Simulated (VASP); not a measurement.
Level of theory: PBEsol GGA, VASP's PBE PAW potentials (set 64) (plane waves; VASP 6.6.1).

VASP input:

### POSCAR
```
BBi
1
    3.0763264503    -0.0000000000     0.0000000000
   -0.0000000000     3.0763264503    -0.0000000000
    0.0000000000    -0.0000000000     3.0763264503
B Bi
1 1
Direct
  0.0000000000   0.0000000000   0.0000000000
  0.5000000000   0.5000000000   0.5000000000
```

**INCAR**
```
SIGMA = 0.1   ! width (eV)
ISIF = 3
LCHARG = .FALSE.
NSW = 40
ENCUT = 620
LREAL = .FALSE.
SYSTEM = BBi
NELM = 100   ! most electronic steps
IBRION = 2   ! conjugate gradients
EDIFFG = -0.02   ! ionic stop
GGA = PS   ! PBEsol
LWAVE = .FALSE.
PSTRESS = 300
ISMEAR = 1   ! Methfessel-Paxton
LMAXMIX = 4   ! l cut-off of mixed one-centre charges
LASPH = .TRUE.   ! aspherical one-centre terms
ALGO = Normal   ! blocked Davidson
PREC = Accurate
EDIFF = 1E-6   ! SCF stop (eV)
```

**KPOINTS**
```
Automatic mesh
0
Gamma
12 12 12
0 0 0
```

POTCAR, in this order: B Bi_d (PBE.64 set). Program: vasp_std.

Output

OSZICAR:
```
       N       E                     dE             d eps       ncg     rms          rms(c)
DAV:   1     0.132146780064E+03    0.13215E+03   -0.11468E+04  2194   0.202E+03
DAV:   2    -0.219216301026E+00   -0.13237E+03   -0.12920E+03  2269   0.416E+02
DAV:   3    -0.788714117665E+01   -0.76679E+01   -0.74167E+01  2759   0.959E+01
DAV:   4    -0.805427436674E+01   -0.16713E+00   -0.16696E+00  2457   0.145E+01
DAV:   5    -0.806058324935E+01   -0.63089E-02   -0.63079E-02  2921   0.272E+00    0.240E+00
DAV:   6    -0.774126702214E+01    0.31932E+00   -0.67490E-01  3012   0.895E+00    0.778E-01
DAV:   7    -0.772842797681E+01    0.12839E-01   -0.78812E-02  2568   0.199E+00    0.372E-01
DAV:   8    -0.772448927486E+01    0.39387E-02   -0.41461E-03  2554   0.922E-01    0.402E-02
DAV:   9    -0.772441763398E+01    0.71641E-04   -0.20632E-04  2918   0.191E-01    0.228E-02
DAV:  10    -0.772440645541E+01    0.11179E-04   -0.67193E-05  2654   0.121E-01    0.686E-03
DAV:  11    -0.772440600318E+01    0.45223E-06   -0.74797E-06  2678   0.402E-02
   1 F= -.22730075E+01 E0= -.22734414E+01  d E =-.227301E+01
```

File OUTCAR:
```
------------------------ aborting loop because EDIFF is reached ----------------------------------------
  FORCE on cell =-STRESS in cart. coord.  units (eV):
  Direction    XX          YY          ZZ          XY          YZ          ZX
  --------------------------------------------------------------------------------------
  Total        5.4230941      5.4230941      5.4230941      0.0000000      0.0000000      0.0000000
  in kB      298.4423572    298.4423572    298.4423572      0.0000000      0.0000000      0.0000000
  external PRESSURE =      -1.5576428 kB  Pullay stress =     300.0000000 kB
  volume of cell :       29.11
      direct lattice vectors                 reciprocal lattice vectors
     3.076326450  0.000000000  0.000000000     0.325063031  0.000000000  0.000000000
     0.000000000  3.076326450  0.000000000     0.000000000  0.325063031  0.000000000
     0.000000000  0.000000000  3.076326450     0.000000000  0.000000000  0.325063031
 POSITION                                       TOTAL-FORCE (eV/Angst)
 -----------------------------------------------------------------------------------
      0.00000      0.00000      0.00000         0.000000      0.000000      0.000000
      1.53816      1.53816      1.53816         0.000000      0.000000      0.000000
 -----------------------------------------------------------------------------------
    total drift:                                0.000000      0.000000      0.000000
  FREE ENERGIE OF THE ION-ELECTRON SYSTEM (eV)
  ---------------------------------------------------
  free  energy   TOTEN  =        -7.7244060032 eV

  energy  without entropy=       -7.7257077124  energy(sigma->0) =       -7.72483991
  enthalpy is  TOTEN    =        -2.2730074944 eV   P V=        5.4513985087

 reached required accuracy - stopping structural energy minimisation
```
(Selected blocks of OUTCAR.)

The structure was generated: BBi was put into the CsCl type type (Pm-3m), which need not be its known phase. It was relaxed first under an external pressure of 30 GPa. VASP warned that the highest band is occupied, so more bands are needed.
